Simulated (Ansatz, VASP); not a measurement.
One calculation of GeP4, two programs

```
Ge P
1.0
     6.01001    0.00000    0.00000
     0.00000    6.01001    0.00000
     0.00000    0.00000    5.43223
Ge P
2 8
Direct
  0.50000 0.50000 0.00000
  0.00000 0.00000 0.00000
  0.67385 0.82615 0.25178
  0.82615 0.32615 0.25178
  0.17385 0.32615 0.74822
  0.82615 0.67385 0.74822
  0.67385 0.17385 0.74822
  0.32615 0.82615 0.74822
  0.32615 0.17385 0.25178
  0.17385 0.67385 0.25178
```

Change from the starting cell: species swapped into the PtPb4 type (P4/nbm, No. 125).

Alike in both runs: task single point; functional PBE; k mesh 4 × 4 × 4; occupations gaussian, width 0.1 eV; no spin polarisation.

|  | VASP | Ansatz |
| --- | --- | --- |
| version | VASP 6.6.1 | Ansatz 0.2.0 |
| potentials or method | VASP PAW PBE potentials, release 64 (Ge_d, P) | scalar-relativistic, plane waves, PAW |
| plane-wave cutoff (eV) | 520 | 420 |
| valence electrons in the cell | 68 | 68 |

VASP gave:

- gap on the k mesh at the Fermi level (eV): none
- pressure (GPa): -6.9
- largest component of the traceless stress (GPa): 0.53
- rms of the force components (eV/Å): 0.288

Which values does Ansatz return?

gap on the k mesh at the Fermi level (eV): none; pressure (GPa): -6.9; largest component of the traceless stress (GPa): 0.54; rms of the force components (eV/Å): 0.289.

Atom by atom the forces differ by 0.001 eV/Å (rms over components). A gap of «none» marks a metal or a gap that the smearing closes. With one functional, cell and mesh, what is left measures potentials, basis and numerics.
